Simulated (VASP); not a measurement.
Si, 4 atoms in the cell. It takes space group Imma (No. 74, orthorhombic). The conventional cell has a = 3.849 Å, b = 3.901 Å, c = 5.444 Å, α = 90.00°, β = 90.00°, γ = 90.00°. Around Si (site symmetry mm2) lie 4 Si at 2.36 to 2.38 Å. 

```yaml
Program: VASP 6.6.1
Task: band structure
Functional: PBE0
Potentials_or_basis: VASP PAW PBE potentials, release 64 (Si)
Cutoff: 520 eV
k_mesh: 5 × 4 × 5
Occupations: gaussian, width 0.02 eV
Spin: no spin polarisation
Grid_for_exact_exchange_PRECFOCK: Fast
Exchange_at_q_=_0: truncated
Further_INCAR_settings: ALGO = Normal; EDIFF = 1e-06; NBANDS = 16
```

Potentials or basis: VASP PAW PBE potentials, release 64 (Si).

The run is started by

```sh
$ cat potpaw_PBE.64/Si/POTCAR > POTCAR
$ cp INCAR.step1 INCAR
$ mpirun -np 4 vasp_std > vasp.out
$ cp INCAR.step2 INCAR
$ mpirun -np 4 vasp_std > vasp.out
```

Hardware: 4 MPI ranks on Intel(R) Xeon(R) 6975P-C (Granite Rapids), on a shared host.

Problem. How long does it take, and how much memory?

Solution. Wall time 4.8 min on 4 MPI ranks on Intel(R) Xeon(R) 6975P-C (Granite Rapids) (shared host), peak memory 0.3 GiB a rank. Counts: scf iterations 41, k points 27.
